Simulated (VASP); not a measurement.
```
Eu
1.0
   -2.29000     2.29000     2.29000
    2.29000    -2.29000     2.29000
    2.29000     2.29000    -2.29000
Eu
1
Direct
  0.00000   0.00000   0.00000
```

These are PBE GGA with D3 dispersion (zero damping), VASP's PBE PAW potentials (set 64) (plane waves; VASP 6.6.1) values and carry that method's errors. Settings: 520 eV cut-off, 10×10×10 Γ-centred mesh, first-order Methfessel-Paxton smearing of 0.10 eV, potentials Eu_2.

The 4f electrons are frozen in the core of the lanthanide potential, so 4f levels, which can set the real gap, and their magnetism are missing. Energy and stress use the plane-wave basis of the starting cell.

**Question.** The ions, cell shape and volume are relaxed. Give the cell that the relaxation ends in.

**Answer.** 
```
Eu
1.0
   -2.19509     2.19509     2.19509
    2.19509    -2.19509     2.19509
    2.19509     2.19509    -2.19509
Eu
1
Direct
  0.00000   0.00000   0.00000
```
Space group Im-3m (229), at a tolerance of 0.03 Å.

**Question.** How do energy and volume change from the first to the last step?

**Answer.** The energy (σ→0) changes by -23.7 meV/atom and the volume by -11.9 %, in 4 ionic steps.

The compound is Eu in the bcc structure. This run relaxes it. Symmetry was kept, so distortions that lower it aren't found.
